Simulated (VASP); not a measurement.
Consider the following.

```
CELL_PARAMETERS angstrom
      1.56190    -2.70530     0.00000
      1.56190     2.70530     0.00000
      0.00000     0.00000    12.09120
ATOMIC_POSITIONS crystal
  W  0.33333 0.66667 0.25000
  W  0.66667 0.33333 0.75000
  S  0.33333 0.66667 0.87889
  S  0.66667 0.33333 0.37889
  S  0.66667 0.33333 0.12111
  S  0.33333 0.66667 0.62111
```

Method: PBE GGA with D4 dispersion, VASP's PBE PAW potentials (set 64) (plane waves; VASP). Settings: 520 eV cut-off, 8×8×2 Γ-centred mesh, Gaussian smearing of 0.050 eV, potentials W_sv S.

Problem. The ions and cell shape at fixed volume are relaxed. Give the cell that the relaxation ends in.

Solution. 
```
CELL_PARAMETERS angstrom
      1.57100    -2.72104     0.00000
      1.57100     2.72104     0.00000
      0.00000     0.00000    11.95166
ATOMIC_POSITIONS crystal
  W  0.33333 0.66667 0.25000
  W  0.66667 0.33333 0.75000
  S  0.33333 0.66667 0.88188
  S  0.66667 0.33333 0.38188
  S  0.66667 0.33333 0.11812
  S  0.33333 0.66667 0.61812
```
Space group P6_3/mmc (194), at a tolerance of 0.03 Å.

Problem. How much energy does the relaxation gain?

Solution. The energy (σ→0) changes by -6.6 meV/atom, in 6 ionic steps.

The compound is WS2 in the 2H layered structure. This cell is one point of a volume scan, at 0.97 of the reference volume. Symmetry was kept, so distortions that lower it aren't found.
